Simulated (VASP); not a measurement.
# W16N in VASP: notebook

Aim: see how the results for W16N move with the level of theory and the settings. Levels: PBE+D3(BJ), optB86b-vdW, rev-vdW-DF2. Tasks: single point.

Program: VASP 6.6.1. These are calculated values, not measurements. Logs are shortened: lines on timing, memory, paths and dates and some standing lists are left out, and cuts for length are marked.

**1. The slab as given**

The cell holds a slab with vacuum, 17 atoms: a = 6.320 Å, b = 5.473 Å, c = 23.203 Å, α = 90.00°, β = 90.00°, γ = 54.74°.

The cell was built by a generator and needn't be a form met in nature.

**2. Single point, PBE+D3(BJ)**

File INCAR:

```
SYSTEM = W16N
PREC = Accurate ; ENCUT = 400
EDIFF = 1E-6 ; ISMEAR = 1
SIGMA = 0.1 ; LREAL = Auto
LASPH = .True. ; NELM = 60
ALGO = Fast ; ISIF = 2
LWAVE = .False. ; LCHARG = .False.
GGA = PE ; IVDW = 12
ISYM = 0
```

File KPOINTS:

```
Automatic mesh
0
Gamma
  5 6 1
  0 0 0
```

File POSCAR:

```
W16N
1.0
    6.3200000000      0.0000000000      0.0000000000
    3.1600000000      4.4689148571      0.0000000000
    0.0000000000      0.0000000000     23.2033722856
W N
16 1
Direct
    0.7500000000      0.5000000000      0.1077000000
    0.2500000000      0.5000000000      0.1077000000
    0.7500000000      0.0000000000      0.1077000000
    0.2500000000      0.0000000000      0.1077000000
    0.0000000000      0.0000000000      0.2040000000
    0.5000000000      0.0000000000      0.2040000000
    0.0000000000      0.5000000000      0.2040000000
    0.5000000000      0.5000000000      0.2040000000
    0.7507000000      0.5001000000      0.3018000000
    0.2497000000      0.4995000000      0.3017000000
    0.7510000000      0.9978000000      0.2989000000
    0.2497000000      0.0006000000      0.3004000000
    0.9980000000      0.0007000000      0.3971000000
    0.5020000000      0.9989000000      0.3972000000
    0.9974000000      0.5063000000      0.3961000000
    0.5068000000      0.4858000000      0.3932000000
    0.2116000000      0.0766000000      0.4446000000
```

Potentials or basis: VASP PAW PBE potentials, release 64 (W_sv, N).

On the command line:

```
$ cat potpaw_PBE.64/W_sv/POTCAR potpaw_PBE.64/N/POTCAR > POTCAR
$ mpirun -np 4 vasp_std > vasp.out
```

OUTCAR:

```text
SYSTEM = W16N
   PREC = Accurate
   ENCUT = 400
   EDIFF = 1E-6
   ISMEAR = 1
   LREAL = Auto
   LASPH = .True.
   NELM = 60
   ISIF = 2
   GGA = PE
   IVDW = 12
   ISYM = 0
 IVDW          = 12

 ion  position               nearest neighbor table
   1  0.750  0.500  0.108-   3 2.74   3 2.74   4 2.74   4 2.74   8 2.74   7 2.74   2 3.16   2 3.16
                             6 3.16   5 3.16
   2  0.250  0.500  0.108-   4 2.74   3 2.74   4 2.74   3 2.74   8 2.74   7 2.74   1 3.16   1 3.16
                             5 3.16   6 3.16
   3  0.750  0.000  0.108-   1 2.74   1 2.74   2 2.74   2 2.74   6 2.74   5 2.74   4 3.16   4 3.16
                             8 3.16   7 3.16
   4  0.250  0.000  0.108-   2 2.74   1 2.74   2 2.74   1 2.74   6 2.74   5 2.74   3 3.16   3 3.16
                             7 3.16   8 3.16
   5  0.000  0.000  0.204-  11 2.71   7 2.74   7 2.74   8 2.74   8 2.74   4 2.74   3 2.74  12 2.74
                             6 3.16   6 3.16   1 3.16   2 3.16  10 3.18   9 3.19
   6  0.500  0.000  0.204-  11 2.71   8 2.74   7 2.74   8 2.74   7 2.74   4 2.74   3 2.74  12 2.74
                             5 3.16   5 3.16   2 3.16   1 3.16  10 3.18   9 3.18
   7  0.000  0.500  0.204-   5 2.74   5 2.74   6 2.74   6 2.74   1 2.74   2 2.74  10 2.76   9 2.76
                            11 3.13  12 3.16   8 3.16   8 3.16   3 3.16   4 3.16
   8  0.500  0.500  0.204-   6 2.74   5 2.74   6 2.74   5 2.74   1 2.74   2 2.74  10 2.77   9 2.77
                            11 3.14   7 3.16   7 3.16   3 3.16   4 3.16  12 3.16
   9  0.751  0.500  0.302-  16 2.65  15 2.70  11 2.73  12 2.73  12 2.74  11 2.75   7 2.76   8 2.77
                            14 3.14  13 3.14  10 3.15  10 3.17   6 3.18   5 3.19
  10  0.250  0.499  0.302-  16 2.65  15 2.70  11 2.73  12 2.73  12 2.74  11 2.75   7 2.76   8 2.77
                            14 3.15  13 3.15   9 3.15   9 3.17   6 3.18   5 3.18
  11  0.751  0.998  0.299-   6 2.71   5 2.71   9 2.73  10 2.73  10 2.75   9 2.75  13 2.77  14 2.77
                            16 3.09   7 3.13   8 3.14  15 3.15  12 3.16  12 3.16
  12  0.250  0.001  0.300-  10 2.73   9 2.73   5 2.74   6 2.74   9 2.74  10 2.74  13 2.75  14 2.75
                            16 3.15  11 3.16   7 3.16  11 3.16   8 3.16  15 3.17
  13  0.998  0.001  0.397-  17 1.96  16 2.68  15 2.71  12 2.75  15 2.77  11 2.77  16 2.80  14 3.14
                             9 3.14  10 3.15  14 3.18
  14  0.502  0.999  0.397-  17 1.96  16 2.68  15 2.71  12 2.75  15 2.77  11 2.77  16 2.79  13 3.14
                             9 3.14  10 3.15  13 3.18
  15  0.997  0.506  0.396-  17 2.23  10 2.70   9 2.70  14 2.71  13 2.71  13 2.77  14 2.77  11 3.15
                            16 3.16  16 3.17  12 3.17
  16  0.507  0.486  0.393-  10 2.65   9 2.65  13 2.68  14 2.68  14 2.79  13 2.80  11 3.09  12 3.15
                            15 3.16  15 3.17
  17  0.212  0.077  0.445-  13 1.96  14 1.96  15 2.23

IMPORTANT INFORMATION: All symmetrisations will be switched off!
NOSYMM: (Re-)initialisation of all symmetry stuff for point group C_1.

----------------------------------------------------------------------------------------

                                     Primitive cell

  volume of cell :     655.3454

  direct lattice vectors                    reciprocal lattice vectors
     6.320000000  0.000000000  0.000000000     0.158227848 -0.111883984  0.000000000
     3.160000000  4.468914857  0.000000000     0.000000000  0.223767969  0.000000000
     0.000000000  0.000000000 23.203372286     0.000000000  0.000000000  0.043097184

  length of vectors
     6.320000000  5.473280552 23.203372286     0.193788745  0.223767969  0.043097184

  position of ions in fractional coordinates (direct lattice)
     0.750000000  0.500000000  0.107700000
     0.250000000  0.500000000  0.107700000
     0.750000000  0.000000000  0.107700000
     0.250000000  0.000000000  0.107700000
     0.000000000  0.000000000  0.204000000
     0.500000000  0.000000000  0.204000000
[... 9 lines left out ...]
     0.506800000  0.485800000  0.393200000
     0.211600000  0.076600000  0.444600000

  ion indices of the primitive-cell ions
   primitive index   ion index
                 1           1
                 2           2
                 3           3
                 4           4
                 5           5
                 6           6
[... 9 lines left out ...]
                16          16
                17          17

----------------------------------------------------------------------------------------

 KPOINTS: Automatic mesh

Automatic generation of k-mesh.
 Grid dimensions read from file:
 generate k-points for:    5    6    1

 Generating k-lattice:

[... 27 lines left out ...]
|                                                                             |
 -----------------------------------------------------------------------------

 WARNING: IBZKPT: internal override: KBLOWUP is changed to .FALSE.
      ... skipping the blow-up phase ...

 Subroutine IBZKPT returns following result:
 ===========================================

 Found     16 irreducible k-points:

 Following reciprocal coordinates:
            Coordinates               Weight
  0.000000  0.000000  0.000000      1.000000
  0.200000 -0.000000  0.000000      2.000000
  0.400000  0.000000  0.000000      2.000000
  0.000000  0.166667  0.000000      2.000000
  0.200000  0.166667  0.000000      2.000000
  0.400000  0.166667  0.000000      2.000000
[... 8 lines left out ...]
  0.200000  0.500000  0.000000      2.000000
  0.400000  0.500000  0.000000      2.000000
   k-points           NKPTS =     16   k-points in BZ     NKDIM =     16   number of bands    NBANDS=    140
   number of dos      NEDOS =    301   number of ions     NIONS =     17
   total plane-waves  NPLWV = 241920
   dimension x,y,z NGX =    42 NGY =   36 NGZ =  160
   dimension x,y,z NGXF=    84 NGYF=   72 NGZF=  320
   ions per type =              16   1
   NGX,Y,Z   is equivalent  to a cutoff of  11.05, 10.93, 11.46 a.u.
   NGXF,Y,Z  is equivalent  to a cutoff of  22.10, 21.87, 22.93 a.u.
 SYSTEM =  W16N
   PREC   = accura    normal or accurate (medium, high low for compatibility)
   ISTART =      0    job   : 0-new  1-cont  2-samecut
   ICHARG =      2    charge: 1-file 2-atom 10-const
   ISPIN  =      1    spin polarized calculation?
   LNONCOLLINEAR =      F non collinear calculations
   LSORBIT =      F    spin-orbit coupling
   LASPH  =      T    aspherical Exc in radial PAW
   ENCUT  =  400.0 eV  29.40 Ry    5.42 a.u.  10.31  8.93 37.84*2*pi/ulx,y,z
   NELM   =     60;   NELMIN=  2; NELMDL= -5     # of ELM steps
   EDIFF  = 0.1E-05   stopping-criterion for ELM
   LREAL  =      T    real-space projection
   EDIFFG = 0.1E-04   stopping-criterion for IOM
   NSW    =      0    number of steps for IOM
   IBRION =     -1    ionic relax: 0-MD 1-quasi-New 2-CG
   NFREE  =      0    steps in history (QN), initial steepest desc. (CG)
   ISIF   =      2    stress and relaxation
   ISYM   =      0    0-nonsym 1-usesym 2-fastsym
   POTIM  = 0.5000    time-step for ionic-motion
   TEBEG  =    0.0;   TEEND  =   0.0 temperature during run
   PSTRESS=    0.0 pullay stress
   NELECT =     229.0000    total number of electrons
   NUPDOWN=      -1.0000    fix difference up-down
   EMIN   =  10.00;   EMAX   =-10.00  energy-range for DOS
   EFERMI =   0.00;   METHOD = LEGACY
   ISMEAR =     1;   SIGMA  =   0.10  broadening in eV -4-tet -1-fermi 0-gaus
   EFERMI_NEDOS =   21; number of points for ismear=-14 and -15
   IALGO  =     68    algorithm
   IMIX   =      4    mixing-type and parameters
     AMIX     =   0.40;   BMIX     =  1.00
     AMIX_MAG =   1.60;   BMIX_MAG =  1.00
  volume/ion in A,a.u.               =      38.55       260.15
  Fermi-wavevector in a.u.,A,eV,Ry     =   1.153090  2.179024 18.090534  1.329617
  Thomas-Fermi vector in A             =   2.289737
   LORBIT       =      0    0 simple, 1 ext, 2 COOP (PROOUT), +10 PAW based schemes
   GGA     = PE    functional components
   LHFCALC =     F    Hartree Fock is set to
   AEXX    =    0.0000 exact exchange contribution
   IVDW    =    12    specifies the selected vdW correction
   LEPSILON=     F    determine dielectric tensor
   LRPA    =     F    only Hartree local field effects (RPA)
 non-spin polarized calculation
 RMM-DIIS sequential band-by-band and
 Methfessel and Paxton  Order N= 1 SIGMA  =   0.10
  energy-cutoff  :      400.00
  volume of cell :      655.35
 maximum number of plane-waves:     11945
 NGX is ok and might be reduce to    42
   NGX = 21   NGY = 17   NGZ = 75

 number of electron     228.9999996 magnetization

 Free energy of the ion-electron system (eV)
  ---------------------------------------------------
  ext. energy  EPLUGINS =         0.00000000
  ---------------------------------------------------
  free energy    TOTEN  =      -205.89990815 eV

  energy without entropy =     -205.89262773  energy(sigma->0) =     -205.89748135

 E-fermi :   1.5588     XC(G=0):  -6.2663

 val. band max:        1.5436680523   @ k =   0.0000   0.1667   0.0000
 cond. band min:       1.5621952268   @ k =   0.2000  -0.0000   0.0000
 fundamental gap:      0.0185271745
 Fermi energy:         1.5587737774

 k-point     1 :       0.0000    0.0000    0.0000
  band No.  band energies     occupation
      1     -72.6100      2.00000
      2     -72.5785      2.00000
      3     -72.5586      2.00000
      4     -72.5145      2.00000
      5     -72.4995      2.00000
      6     -72.4821      2.00000
[... 2053 lines left out ...]
    125       2.8803     -0.00000
    126       2.9000     -0.00000
 [bands above 126 left out]

------------------------ aborting loop because EDIFF is reached ----------------------------------------

 Edisp (eV)   -8.18827

 E8    (eV) :    -4.3131

  FORCE on cell =-STRESS in cart. coord.  units (eV):
  Direction    XX          YY          ZZ          XY          YZ          ZX
  --------------------------------------------------------------------------------------
  -------------------------------------------------------------------------------------
  Total     -17.43116   -12.23681    -4.41737    -0.09700     0.06379    -0.03130
  in kB     -42.61541   -29.91635   -10.79952    -0.23715     0.15596    -0.07652
  external pressure =      -27.78 kB  Pullay stress =        0.00 kB

 VOLUME and BASIS-vectors are now :
 -----------------------------------------------------------------------------
  energy-cutoff  :      400.00
  volume of cell :      655.35
      direct lattice vectors                 reciprocal lattice vectors
     6.320000000  0.000000000  0.000000000     0.158227848 -0.111883984  0.000000000
     3.160000000  4.468914857  0.000000000     0.000000000  0.223767969  0.000000000
     0.000000000  0.000000000 23.203372286     0.000000000  0.000000000  0.043097184

 POSITION                                       TOTAL-FORCE (eV/Angst)
 -----------------------------------------------------------------------------------
      6.32000      2.23446      2.49900         0.039046     -0.008744      0.553290
      3.16000      2.23446      2.49900        -0.028601     -0.020726      0.487191
      4.74000      0.00000      2.49900        -0.001545      0.003361      0.512713
      1.58000      0.00000      2.49900         0.012537      0.003406      0.369265
      0.00000      0.00000      4.73349        -0.117639     -0.013895     -0.380340
      3.16000      0.00000      4.73349         0.106129      0.030069     -0.426047
[... 9 lines left out ...]
      4.73810      2.17100      9.12357        -0.003794     -0.001093      0.053643
      1.57937      0.34232     10.31622         0.001106      0.004616      0.157795
 -----------------------------------------------------------------------------------
    total drift:                               -0.004246      0.000800     -0.010682

  FREE ENERGIE OF THE ION-ELECTRON SYSTEM (eV)
  ---------------------------------------------------
  free  energy   TOTEN  =      -214.0881815175 eV

  energy  without entropy=     -214.0809010950  energy(sigma->0) =     -214.08575471
```

It took 15 min on 4 MPI ranks of Intel Xeon Platinum 8488C (Sapphire Rapids), shared host; peak memory 0.35 GiB.

What came out:

```
Free energy                : -214.0882 eV
Largest force              : 0.628 eV/Å
Band gap on the k mesh     : none (metal or under the smearing width)
Dispersion energy per atom : -0.482 eV
```

Forces in eV/Å, atoms in the order of the input:
```
W    0.039 -0.009  0.553
W   -0.029 -0.021  0.487
W   -0.002  0.003  0.513
W    0.013  0.003  0.369
W   -0.118 -0.014 -0.380
W    0.106  0.030 -0.426
W    0.001 -0.127 -0.608
W   -0.011  0.131 -0.614
W   -0.006  0.001 -0.024
W   -0.002 -0.013 -0.003
W    0.005  0.011  0.002
W    0.000  0.000  0.010
W   -0.090 -0.010 -0.068
W    0.091 -0.042 -0.038
W    0.005  0.052  0.016
W   -0.004 -0.001  0.054
N    0.001  0.005  0.158
```

Caveat: the cutoff is under 1.25 times the usual one of these potentials, so pressure, stress and relaxed cells hold a basis-set (Pulay) error. Spin-orbit coupling is left out, which matters for the levels of W.

**3. Single point, optB86b-vdW**

INCAR, as its differences from that of step 2:

```diff
@@ -7,3 +7,4 @@
 LWAVE = .False. ; LCHARG = .False.
-GGA = PE ; IVDW = 12
-ISYM = 0
+GGA = MK ; LUSE_VDW = .True.
+AGGAC = 0.0 ; PARAM1 = 0.1234
+PARAM2 = 1.0 ; ISYM = 0
```

KPOINTS is that of step 2.

POSCAR is that of step 2.

Potentials or basis: VASP PAW PBE potentials, release 64 (W_sv, N).

On the command line:

```
$ cat potpaw_PBE.64/W_sv/POTCAR potpaw_PBE.64/N/POTCAR > POTCAR
$ mpirun -np 4 vasp_std > vasp.out
```

Wall time 18 min (4 MPI ranks of Intel Xeon Platinum 8488C (Sapphire Rapids), shared host); peak memory 0.67 GiB.

It converged, with:

* Free energy: -157.8484 eV
* Largest force: 0.693 eV/Å
* Band gap on the k mesh: none (metal or under the smearing width)

Forces on the atoms (eV/Å):
```
W    0.039 -0.011  0.566
W   -0.030 -0.023  0.506
W   -0.002  0.011  0.532
W    0.014  0.001  0.382
W   -0.115 -0.010 -0.447
W    0.105  0.032 -0.490
W   -0.001 -0.130 -0.665
W   -0.013  0.135 -0.680
W   -0.002  0.000  0.041
W   -0.004 -0.012  0.059
W    0.004  0.001  0.042
W    0.000  0.002  0.064
W   -0.108 -0.021 -0.064
W    0.108 -0.052 -0.034
W    0.007  0.083 -0.001
W   -0.004 -0.021  0.052
N    0.002  0.013  0.137
```

Levels at points of the mesh, in eV from the Fermi level:
| k point | band 110 | band 111 | band 112 | band 113 | band 114 | band 115 | band 116 | band 117 | band 118 | band 119 |
| --- | --- | --- | --- | --- | --- | --- | --- | --- | --- | --- |
| (0.00, 0.00, 0.00) | 0.02 | 0.44 | 0.70 | 0.73 | 0.79 | 0.90 | 0.90 | 1.07 | 1.18 | 1.50 |
| (0.00, 0.50, 0.00) | -0.83 | -0.81 | -0.80 | -0.74 | -0.62 | -0.56 | -0.49 | -0.34 | -0.26 | 0.02 |

Caveat: the cutoff is under 1.25 times the usual one of these potentials, so pressure, stress and relaxed cells hold a basis-set (Pulay) error; the PAW data sets were made with another functional, which shifts forces and pressure a little.

**4. Single point, rev-vdW-DF2**

INCAR, as its differences from that of step 3:

```diff
@@ -9,2 +9,3 @@
 AGGAC = 0.0 ; PARAM1 = 0.1234
-PARAM2 = 1.0 ; ISYM = 0
+PARAM2 = 0.711357 ; ZAB_VDW = -1.8867
+ISYM = 0
```

KPOINTS is that of step 3.

POSCAR is that of step 3.

On the command line:

```
$ cat potpaw_PBE.64/W_sv/POTCAR potpaw_PBE.64/N/POTCAR > POTCAR
$ mpirun -np 4 vasp_std > vasp.out
```

Wall time 19 min (4 MPI ranks of Intel Xeon Platinum 8488C (Sapphire Rapids), shared host); peak memory 0.67 GiB.

The run converged. Its results:

* Free energy: -161.8110 eV
* Largest force: 0.690 eV/Å
* Band gap on the k mesh: none (metal or under the smearing width)

Forces on the atoms (eV/Å):
```
W    0.039 -0.012  0.552
W   -0.030 -0.023  0.493
W   -0.002  0.013  0.520
W    0.015  0.000  0.368
W   -0.114 -0.009 -0.446
W    0.104  0.032 -0.488
W   -0.002 -0.130 -0.659
W   -0.013  0.136 -0.676
W   -0.002  0.000  0.039
W   -0.004 -0.011  0.056
W    0.004  0.000  0.037
W   -0.001  0.001  0.059
W   -0.102 -0.022 -0.041
W    0.102 -0.053 -0.012
W    0.007  0.088  0.010
W   -0.004 -0.027  0.060
N    0.002  0.017  0.125
```

Levels at points of the mesh, in eV from the Fermi level:
| k point | band 110 | band 111 | band 112 | band 113 | band 114 | band 115 | band 116 | band 117 | band 118 | band 119 |
| --- | --- | --- | --- | --- | --- | --- | --- | --- | --- | --- |
| (0.00, 0.00, 0.00) | 0.01 | 0.44 | 0.71 | 0.74 | 0.80 | 0.90 | 0.91 | 1.06 | 1.18 | 1.50 |
| (0.00, 0.50, 0.00) | -0.83 | -0.81 | -0.80 | -0.74 | -0.62 | -0.56 | -0.49 | -0.34 | -0.26 | 0.02 |

Caveat: the cutoff is under 1.25 times the usual one of these potentials, so pressure, stress and relaxed cells hold a basis-set (Pulay) error; the PAW data sets were made with another functional, which shifts forces and pressure a little. Spin-orbit coupling is left out, which matters for the levels of W.

**5. The runs side by side**

```tsv
level	gap on the mesh (eV)	largest force (eV/Å)
PBE+D3(BJ)	none	0.63
optB86b-vdW	none	0.69
rev-vdW-DF2	none	0.69
```

Alike in all rows: task single point; potentials or basis VASP PAW PBE potentials, release 64 (W_sv, N); no spin polarisation; cell as given; k mesh 5 × 6 × 1; cutoff (eV) 400; smearing methfessel-paxton 0.1 eV.

Every run on the cell as given and a fine mesh finds a metal.

Caveats: the cutoff is under 1.25 times the usual one of these potentials, so pressure, stress and relaxed cells hold a basis-set (Pulay) error; the PAW data sets were made with another functional, which shifts forces and pressure a little (some runs).

Total energies depend on the potentials used, so only differences within one code and one set of settings carry meaning.
